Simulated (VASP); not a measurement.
Set up this calculation in VASP 6.6.1, as the native input.

```yaml
Task: single point
Functional: PBEsol
Potentials_or_basis: VASP PAW PBE potentials, release 64 (Ge_d)
Cutoff: 520 eV
k_mesh: 9 × 9 × 1
Occupations: gaussian, width 0.03 eV
Spin: no spin polarisation
Dipole_correction: yes
Further_INCAR_settings: ALGO = Normal; EDIFF = 1e-06
```

The structure of Ge lies in POSCAR:

```
Ge
1.0
    4.0121281200      0.0000000000      0.0000000000
   -2.0060640600      3.4746048700      0.0000000000
    0.0000000000      0.0000000000     25.6466389000
Ge
8
Direct
    0.0000000000      0.0000000000      0.2924359800
    0.6666666700      0.3333333300      0.3243689100
    0.6666666700      0.3333333300      0.4201676800
    0.3333333300      0.6666666700      0.4521006100
    0.3333333300      0.6666666700      0.5478993900
    0.0000000000      0.0000000000      0.5798323200
    0.0000000000      0.0000000000      0.6756310900
    0.6666666700      0.3333333300      0.7075640200
```

One way to write it, as run:

INCAR

```
SYSTEM = Ge
ALGO = Normal
DIPOL = 0.5 0.5 0.500
EDIFF = 1E-6
ENCUT = 520
GGA = PS
ICORELEVEL = 1
IDIPOL = 3
ISIF = 2
ISMEAR = 0
KPAR = 2
LASPH = .TRUE.
LCHARG = .FALSE.
LDIPOL = .TRUE.
LREAL = .FALSE.
LVACPOTAV = .TRUE.
LVHAR = .TRUE.
LWAVE = .FALSE.
NELM = 80
PREC = Accurate
SIGMA = 0.03
```

KPOINTS

```
k-points
0
G
  9 9 1
  0 0 0
```

Potentials or basis: VASP PAW PBE potentials, release 64 (Ge_d).

The run is started by

```bash
$ cat potpaw_PBE.64/Ge_d/POTCAR > POTCAR
$ mpirun -np 2 vasp_std > vasp.out
```

It gave:

The largest force is 0.407 eV/Å. The band gap on the k mesh is none (metal or under the smearing width), the work function of the upper face is 4.75 eV and the work function of the lower face is 4.75 eV.

Caveat: the PAW data sets were made with another functional, which shifts forces and pressure a little.

Run time: 3.6 min on 2 MPI ranks on Intel(R) Xeon(R) Platinum 8488C (Sapphire Rapids) (shared host), peak memory 0.51 GiB a rank.
